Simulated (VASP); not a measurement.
Here is the system:

```xyz
2
Lattice="0.0000 2.1605 2.1605 2.1605 0.0000 2.1605 2.1605 2.1605 0.0000" Properties=species:S:1:pos:R:3 pbc="T T T"
Ni     0.0000     0.0000     0.0000
N      1.0803     1.0803     1.0803
```

Method: PBE GGA, VASP's PBE PAW potentials (set 64) (plane waves; VASP). Run with 520 eV cut-off, Gaussian smearing of 0.050 eV, potentials Ni N.

Problem. Give the energies of bands 2 to 10 at the high-symmetry points, in eV from the Fermi level.

Solution. 
| band | Γ | X | U | L | W |
|---|---|---|---|---|---|
| 2 | -5.49 | -6.90 | -6.35 | -6.62 | -6.08 |
| 3 | -5.49 | -4.20 | -4.66 | -5.08 | -5.08 |
| 4 | -5.49 | -4.20 | -4.49 | -5.08 | -4.15 |
| 5 | -2.43 | -2.80 | -3.06 | -2.25 | -2.81 |
| 6 | -2.43 | -2.07 | -2.29 | -2.25 | -2.49 |
| 7 | 2.44 | -1.19 | -1.63 | -1.86 | -1.77 |
| 8 | 2.44 | -0.92 | -0.78 | 1.11 | -1.29 |
| 9 | 2.44 | -0.92 | -0.11 | 1.11 | -0.09 |
| 10 | 3.77 | 6.73 | 8.04 | 8.16 | 8.65 |

It has no gap at this level: it comes out as a metal or semimetal.

The structure was generated: NiN was put into the zinc blende type (F-43m), which need not be its known phase. It was relaxed first, which changed the volume by -12 %. The run is not spin-polarised, so no magnetic state was tried. The electron count is odd and the run is not spin-polarised, which forces a metal.
